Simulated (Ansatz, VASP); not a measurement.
# Cross-check of Si2W between VASP and Ansatz, part 2 of 2

Aim: how closely do two programs agree when they are given the same cell, functional and k mesh? The structure shown is the start of the Ansatz relaxation below; VASP solves that cell, so the two are compared at the walk's first step.

VASP 6.6.1 and Ansatz 0.2.0.

So far. Step 4 (Comparison): The forces differ by 4.6 meV/Å r.m.s., which is 16.0 % of the r.m.s. force of 0.029 eV/Å (both taken over all components).

## (7) VASP: single point, PBEsol, start cell, pair 2

Level of this step: PBEsol; plane waves and PAW (Si, W) (VASP).

The same cell, functional, mesh and smearing now go to VASP, with its own data sets.

File INCAR:

```
SYSTEM = Si2W
PREC = Accurate
ENCUT = 520
EDIFF = 1E-06
NELM = 120
ISMEAR = 1
SIGMA = 0.2
LREAL = .FALSE.
ALGO = Normal
GGA = PS
NBANDS = 13
LASPH = .TRUE.
LORBIT = 11
LWAVE = .FALSE.
LCHARG = .FALSE.
ISIF = 2
GGA_COMPAT = .FALSE.
KPAR = 2
```

File POSCAR:

```
Si2W
1.0
   -1.5429000000      1.5429000000      3.7892710000
    1.5429000000     -1.5429000000      3.7892710000
    1.5429000000      1.5429000000     -3.7892710000
Si W
2 1
Direct
    0.3332751867      0.3332751867      0.0000000000
    0.6667249452      0.6667249452      0.0000000000
    0.0000000000      0.0000000000      0.0000000000
```

File KPOINTS:

```
Automatic mesh
0
Gamma
20 20 20
0 0 0
```

PAW data sets: Si and W (PBE family, release 64).

Run with:

```bash
mpirun -np 2 vasp_std
```

Numbers of over 12 decimals in the logs are rounded to 6 here.

What it wrote:

```text
[banner, memory and clock lines left out]
running    2 mpi-ranks, on    1 nodes
[...]
[... a notice as in an earlier step ...]

 LDA part: xc-table for (Slater+PW92), standard interpolation
 POSCAR, INCAR and KPOINTS ok, starting setup
[...]
entering main loop
       N       E                     dE             d eps       ncg     rms          rms(c)
DAV:   1     0.312096955108E+02    0.31210E+02   -0.61550E+03 16682   0.949E+02
DAV:   2    -0.246456419505E+02   -0.55855E+02   -0.50967E+02 20561   0.198E+02
DAV:   3    -0.271441086334E+02   -0.24985E+01   -0.24338E+01 22592   0.339E+01
DAV:   4    -0.271759629075E+02   -0.31854E-01   -0.31812E-01 19982   0.435E+00
[...]
DAV:  10    -0.263733681909E+02    0.60495E-05   -0.18913E-04 21089   0.862E-02    0.803E-02
DAV:  11    -0.263733575730E+02    0.10618E-04   -0.25930E-05 20172   0.353E-02    0.150E-02
DAV:  12    -0.263733575406E+02    0.32435E-07   -0.89623E-07 12662   0.763E-03
   1 F= -.26373358E+02 E0= -.26373400E+02  d E =0.126880E-03
```

OUTCAR, selected parts (step 7):

```text
  Total        6.9607150      6.9607150      7.1868821      0.0000000     -0.0000000      0.0000000
  in kB      309.0816466    309.0816466    319.1243074      0.0000000     -0.0000000      0.0000000
  external PRESSURE =     312.4292002 kB  Pullay stress =       0.0000000 kB

 POSITION                                       TOTAL-FORCE (eV/Angst)
 -----------------------------------------------------------------------------------
      0.00000      0.00000      2.52574        -0.000000     -0.000000     -0.070488
      0.00000      0.00000      5.05280         0.000000      0.000000      0.070488
      0.00000      0.00000      0.00000         0.000000      0.000000      0.000000
 -----------------------------------------------------------------------------------
    total drift:                                0.000000      0.000000      0.000019

  FREE ENERGIE OF THE ION-ELECTRON SYSTEM (eV)
  ---------------------------------------------------
  free  energy   TOTEN  =       -26.3733575406 eV

  energy  without entropy=      -26.3734844206  energy(sigma->0) =      -26.37339983

[... 1 part as in an earlier step ...]

[... 2 further parts left out ...]
[key lines of the parts left out:]
E-fermi :  12.0048
```

The run ends at a pressure of 31.24 GPa, with forces up to 0.070 eV/Å.

## (8) Side by side

What differs besides the data sets and the points named for the pairs above, as far as they apply: the data sets hold 22 valence electrons in Ansatz (on its PAW soft_1 files) and 14 in VASP. Total energies have different zeros and are not compared.

Forces (eV/Å; atoms numbered as in POSCAR):

```
atom        Ansatz x, y, z          VASP x, y, z
 Si1  0.000, 0.000, -0.058  0.000, 0.000, -0.070
 Si2   0.000, 0.000, 0.058   0.000, 0.000, 0.070
  W3   0.000, 0.000, 0.000   0.000, 0.000, 0.000
```

The forces differ by 5.7 meV/Å r.m.s., which is 17.3 % of the r.m.s. force of 0.033 eV/Å (both taken over all components).

## (9) Other set-ups

Further runs change the set-up of one program: Ansatz's method, potentials or start, or VASP's data sets, cutoff or form of LDA. The table gives that difference for each run.

```
                         run  r.m.s. force difference (meV/Å)
                    as above                              5.7
VASP with a cutoff of 600 eV (perhaps on Ansatz's relaxed cell)                              5.5
```

## (10) Ansatz: relaxation, PBEsol

The two programs are compared at the cell with which this relaxation starts, whose forces are those of its first step. The cell compared in this pair holds 36.88 Å³, against 36.08 Å³ for the pair before.

The structure compared here is the start of the Ansatz relaxation; VASP solves that cell, so the two are compared at the walk's first step.

File input.yaml:

```yaml
crystal:
  lattice:
    - [-1.5551377647, 1.5551377647, 3.8127524902]
    - [1.5551377647, -1.5551377647, 3.8127524902]
    - [1.5551377647, 1.5551377647, -3.8127524902]
  atoms:
    - { symbol: Si, position: [0.3335819125, 0.3335819125, 0.0] }
    - { symbol: Si, position: [0.6664180875, 0.6664180875, 0.0] }
    - { symbol: W, position: [0.0, 0.0, 0.0] }
kpoints:
  mp_grid: { grid: [20, 20, 20] }
hamiltonian:
  xc: pbesol
  pseudopotentials: { kind: paw, azcp: { folder: soft_1 }, xc_functional: pbe }
scf:
  occupations: { method: methfessel_paxton, width: 0.2 }
output:
  forces: true
  stress: true
  eigenvalues: true
relax:
  adjacent_minimum: "off"
  f_tol: 0.001
  max_steps: 60
  cell: { stress_tol: 0.01, fix: [volume] }
```

Run with:

```bash
ansatz run input.yaml --threads 4 --pin off --max-ram 10240MiB --backend cpu --events-out ev --progress --plain --runs-dir out
```

What it wrote:

```text
[...]
Crystal: 3 atoms, lattice volume = 36.884 Å³
Basis set: ecut = 420 eV, 761 PW (Γ), FFT grids on a1+a3, a2+a3, a3, exchange–correlation on 48×48×60 points (8 copies of the dense FFT grid, shifted against one another)
Bands: 15, of which v1, the nominal top of the filled ones, is band 11 counted from 1 (10 counted from 0)
Symmetry: 16 space group operations
[...]
--- Relaxed structure (4 steps of the walk, 4 accepted, 1 SCFs on fresh bases) ---
[...]
cell:  # Å, volume = 36.8839 Å³
    - [-1.554245, 1.554245, 3.817135]
    - [1.554245, -1.554245, 3.817135]
    - [1.554245, 1.554245, -3.817135]
  atoms:
    - { symbol: Si, position: [0.333275, 0.333275, 0] }
    - { symbol: Si, position: [0.666725, 0.666725, 0] }
    - { symbol: W, position: [0, 0, 0] }
[key lines of the parts left out:]
SCF converged after 5 iterations
Free energy (F): -11501.695603 eV
Fermi energy:    18.374915 eV
P = ⅓ Tr σ = 23.1555 GPa (231.555 kbar)
```

## (11) VASP: single point, PBEsol, start cell, pair 3

The same cell, functional, mesh and smearing now go to VASP, with its own data sets.

INCAR is that of step 7.

File POSCAR:

```
Si2W
1.0
   -1.5551380000      1.5551380000      3.8127520000
    1.5551380000     -1.5551380000      3.8127520000
    1.5551380000      1.5551380000     -3.8127520000
Si W
2 1
Direct
    0.3335820163      0.3335820163      0.0000000000
    0.6664181148      0.6664181148      0.0000000000
    0.0000000000      0.0000000000      0.0000000000
```

KPOINTS is that of step 7.

Run with:

```bash
mpirun -np 2 vasp_std
```

What it wrote:

```text
[... set-up lines as in an earlier step ...]
 entering main loop
       N       E                     dE             d eps       ncg     rms          rms(c)
DAV:   1     0.300161754176E+02    0.30016E+02   -0.61310E+03 16706   0.946E+02
DAV:   2    -0.248539351960E+02   -0.54870E+02   -0.50094E+02 20277   0.197E+02
DAV:   3    -0.272946927047E+02   -0.24408E+01   -0.23691E+01 22790   0.333E+01
DAV:   4    -0.273260731835E+02   -0.31380E-01   -0.31345E-01 19552   0.433E+00
[...]
DAV:  10    -0.265096156612E+02    0.12357E-04   -0.21634E-04 21164   0.920E-02    0.782E-02
DAV:  11    -0.265096032535E+02    0.12408E-04   -0.30518E-05 20363   0.383E-02    0.170E-02
DAV:  12    -0.265096032749E+02   -0.21375E-07   -0.95395E-07 13013   0.795E-03
   1 F= -.26509603E+02 E0= -.26509693E+02  d E =0.267862E-03
```

OUTCAR, selected parts (step 11):

```text
  Total        5.3435819      5.3435819      5.5531735      0.0000000      0.0000000      0.0000000
  in kB      232.1168328    232.1168328    241.2211654      0.0000000      0.0000000      0.0000000
  external PRESSURE =     235.1516103 kB  Pullay stress =       0.0000000 kB

 POSITION                                       TOTAL-FORCE (eV/Angst)
 -----------------------------------------------------------------------------------
      0.00000      0.00000      2.54373        -0.000000     -0.000000     -0.065172
      0.00000      0.00000      5.08177         0.000000      0.000000      0.065172
      0.00000      0.00000      0.00000        -0.000000     -0.000000      0.000000
 -----------------------------------------------------------------------------------
    total drift:                               -0.000000     -0.000000      0.000017

  FREE ENERGIE OF THE ION-ELECTRON SYSTEM (eV)
  ---------------------------------------------------
  free  energy   TOTEN  =       -26.5096032749 eV

  energy  without entropy=      -26.5098711373  energy(sigma->0) =      -26.50969256

[... 1 part as in an earlier step ...]

[... 2 further parts left out ...]
[key lines of the parts left out:]
E-fermi :  11.6877
```

The run ends at a pressure of 23.52 GPa, with forces up to 0.065 eV/Å.

## (12) Comparison

What differs besides the data sets and the points named for the pairs above, as far as they apply: the data sets hold 22 valence electrons in Ansatz (on its PAW soft_1 files) and 14 in VASP. Total energies have different zeros and are not compared.

Forces (eV/Å; atoms numbered as in POSCAR):

```
atom        Ansatz x, y, z          VASP x, y, z
 Si1  0.000, 0.000, -0.057  0.000, 0.000, -0.065
 Si2   0.000, 0.000, 0.057   0.000, 0.000, 0.065
  W3   0.000, 0.000, 0.000   0.000, 0.000, 0.000
```

The forces differ by 3.7 meV/Å r.m.s., which is 11.9 % of the r.m.s. force of 0.031 eV/Å (both taken over all components).

## (13) Other set-ups

Further runs change the set-up of one program: Ansatz's method, potentials or start, or VASP's data sets, cutoff or form of LDA. The table gives that difference for each run.

```
                         run  r.m.s. force difference (meV/Å)
                    as above                              3.7
VASP with a cutoff of 600 eV (perhaps on Ansatz's relaxed cell)                              3.4
```

## (14) Outcome

```
r.m.s. force difference (single point, PBEsol, start cell, pair 1) : 4.6 meV/Å
r.m.s. force difference (single point, PBEsol, start cell, pair 2) : 5.7 meV/Å
r.m.s. force difference (single point, PBEsol, start cell, pair 3) : 3.7 meV/Å
```

In words: The r.m.s. force difference is 5.7 meV/Å (single point, PBEsol, start cell, pair 2), within the 12 meV/Å picked in this series as the mark of a large difference. The data sets hold unlike numbers of valence electrons (22 in Ansatz and 14 in VASP), so part of the differences comes from the potentials. 8 further runs of this series are not shown here. How closely two codes agree says nothing of how well the functional describes the real material.

[Lines on the potential files, build, host, timing and source positions are cut from VASP's logs without a mark.]

[Logs are printed without paths, hosts, clocks, repeated set-up lines and the standing remarks that a program may print on its own settings, such as how far it seeks lower states.]

[Hosts, paths, dates, database ids (printed as entryN), source tags and the programs' standing remarks are cut or masked in the printed files.]

[Rows of further runs with another cutoff or data set may stand on the cell that Ansatz relaxed, not on the start cell of the pair above them.]
